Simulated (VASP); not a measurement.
These are RPBE GGA, VASP's PBE PAW potentials (set 64) (plane waves; VASP) values and carry that method's errors.

A VASP calculation is set up with these files.

### POSCAR
```
FeAl
1
    2.9100000000     0.0000000000     0.0000000000
    0.0000000000     2.9100000000     0.0000000000
    0.0000000000     0.0000000000     2.9100000000
Al Fe
1 1
Direct
  0.5000000000   0.5000000000   0.5000000000
  0.0000000000   0.0000000000   0.0000000000
```

**INCAR**
```
SYSTEM = FeAl
PREC = Accurate
ENCUT = 400
EDIFF = 1E-6
NELM = 100
ALGO = Normal
LREAL = .FALSE.
LASPH = .TRUE.
ISMEAR = 1
SIGMA = 0.1
GGA = RP
LMAXMIX = 4
LWAVE = .FALSE.
LCHARG = .FALSE.
ISIF = 2
```

### KPOINTS
```
Automatic mesh
0
Gamma
11 11 11
0 0 0
```

POTCAR, in this order: Al Fe (PBE.64 set). Program: vasp_std.

The resulting files:

OSZICAR:
```
       N       E                     dE             d eps       ncg     rms          rms(c)
DAV:   1     0.248673801371E+02    0.24867E+02   -0.42518E+03  1016   0.987E+02
DAV:   2    -0.126979227388E+02   -0.37565E+02   -0.36040E+02  1025   0.164E+02
DAV:   3    -0.136824498322E+02   -0.98453E+00   -0.97013E+00  1205   0.354E+01
DAV:   4    -0.137026638085E+02   -0.20214E-01   -0.20189E-01  1335   0.455E+00
DAV:   5    -0.137030231913E+02   -0.35938E-03   -0.35937E-03  1247   0.494E-01    0.134E+01
DAV:   6    -0.160148391793E+02   -0.23118E+01   -0.77382E+01  1148   0.134E+02    0.193E+01
DAV:   7    -0.118310366835E+02    0.41838E+01   -0.39365E+01  1136   0.840E+01    0.257E+00
DAV:   8    -0.118064772073E+02    0.24559E-01   -0.21085E-01  1122   0.554E+00    0.153E+00
DAV:   9    -0.117949155922E+02    0.11562E-01   -0.46197E-02  1190   0.338E+00    0.347E-01
DAV:  10    -0.117946340580E+02    0.28153E-03   -0.10660E-03  1348   0.443E-01    0.177E-01
DAV:  11    -0.117946279892E+02    0.60689E-05   -0.21947E-05  1054   0.579E-02    0.141E-02
DAV:  12    -0.117946273232E+02    0.66597E-06   -0.51027E-06  1139   0.286E-02
   1 F= -.11794627E+02 E0= -.11794702E+02  d E =0.223030E-03
```

File OUTCAR:
```
------------------------ aborting loop because EDIFF is reached ----------------------------------------
  FORCE on cell =-STRESS in cart. coord.  units (eV):
  Direction    XX          YY          ZZ          XY          YZ          ZX
  --------------------------------------------------------------------------------------
  Total       -0.5713721     -0.5713721     -0.5713721     -0.0000000     -0.0000000      0.0000000
  in kB      -37.1493029    -37.1493029    -37.1493029     -0.0000000     -0.0000000      0.0000000
  external PRESSURE =     -37.1493029 kB  Pullay stress =       0.0000000 kB
  volume of cell :       24.64
      direct lattice vectors                 reciprocal lattice vectors
     2.910000000  0.000000000  0.000000000     0.343642612  0.000000000  0.000000000
     0.000000000  2.910000000  0.000000000     0.000000000  0.343642612  0.000000000
     0.000000000  0.000000000  2.910000000     0.000000000  0.000000000  0.343642612
 POSITION                                       TOTAL-FORCE (eV/Angst)
 -----------------------------------------------------------------------------------
      1.45500      1.45500      1.45500         0.000000      0.000000      0.000000
      0.00000      0.00000      0.00000         0.000000      0.000000      0.000000
 -----------------------------------------------------------------------------------
    total drift:                               -0.000000      0.000000      0.000000
  FREE ENERGIE OF THE ION-ELECTRON SYSTEM (eV)
  ---------------------------------------------------
  free  energy   TOTEN  =       -11.7946273232 eV

  energy  without entropy=      -11.7948503529  energy(sigma->0) =      -11.79470167
```
(Selected blocks of OUTCAR.)

The compound is FeAl in the CsCl type structure. The cell was not relaxed at this level. The run is one of a series of settings (GGA = RP against the base run), some of them coarse on purpose. The run is not spin-polarised, so no magnetic state was tried. The electron count is odd and the run is not spin-polarised, which forces a metal.
